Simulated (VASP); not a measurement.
An input for Quantum ESPRESSO's pw.x (written as the equivalent of a VASP run, and not itself run):

```
&CONTROL
  calculation = 'scf'
  pseudo_dir = './pseudo'
  outdir = './out'
  tprnfor = .true.
  tstress = .true.
/
&SYSTEM
  ibrav = 0
  nat = 4
  ntyp = 2
  ecutwfc = 96
  occupations = 'smearing'
  smearing = 'methfessel-paxton'
  degauss = 0.00735
  input_dft = 'pbesol'
  nspin = 2
  starting_magnetization(1) = 0.32
  starting_magnetization(2) = 0.01
/
&ELECTRONS
  conv_thr = 7.3e-09
  electron_maxstep = 100
/
ATOMIC_SPECIES
  Mn 54.938 Mn.upf
  O 15.999 O.upf
CELL_PARAMETERS angstrom
     3.8876473   -0.0097191    0.0000000
    -0.0097191    3.8876473    0.0000000
     0.0000000    0.0000000    2.9870021
ATOMIC_POSITIONS crystal
  Mn   0.5000000  0.0000000  0.0316580
  Mn   0.0000000  0.5000000  0.9683420
  O    0.0000000  0.0000000  0.0000000
  O    0.5000000  0.5000000  0.0000000
K_POINTS automatic
  8 8 10 0 0 0
```

### Question
Translate this input to VASP (INCAR, KPOINTS, POSCAR, choice of POTCAR).

### Answer
This is not unique; one that fits is 
File POSCAR:
```
MnO
1
    3.8876472600    -0.0097191182     0.0000000000
   -0.0097191182     3.8876472600     0.0000000000
    0.0000000000     0.0000000000     2.9870021187
Mn O
2 2
Direct
  0.5000000000   0.0000000000   0.0316579701
  0.0000000000   0.5000000000   0.9683420299
  0.0000000000   0.0000000000   0.0000000000
  0.5000000000   0.5000000000   0.0000000000
```

KPOINTS:
```
K-points
0
gamma
  8 8 10
0 0 0
```

INCAR:
```
ALGO = Normal
EDIFF = 1E-7
ENCUT = 600
GGA = PS
ISIF = 2
ISMEAR = 1
ISPIN = 2
LASPH = .TRUE.
LCHARG = .FALSE.
LMAXMIX = 4
LORBIT = 10
LREAL = .FALSE.
LWAVE = .FALSE.
MAGMOM = 3.2 3.2 0.1 0.1
NELM = 100
PREC = Accurate
SIGMA = 0.1
SYSTEM = MnO
```

POTCAR, in this order: Mn_pv O (PBE.64 set). Program: vasp_std.

What does not carry over: the potentials are each code's own (VASP's PAW set, PseudoDojo norm-conserving files in pw.x), so ENCUT and ecutwfc are chosen apart and not converted; conv_thr bounds pw.x's estimated SCF error, while EDIFF bounds the energy change between steps; starting_magnetization is a fraction of the valence charge and MAGMOM a moment in μB, so they match only roughly.

The structure was generated: MnO was put into the litharge type (P4/nmm), which need not be its known phase. This cell was strained or had an atom moved on purpose.
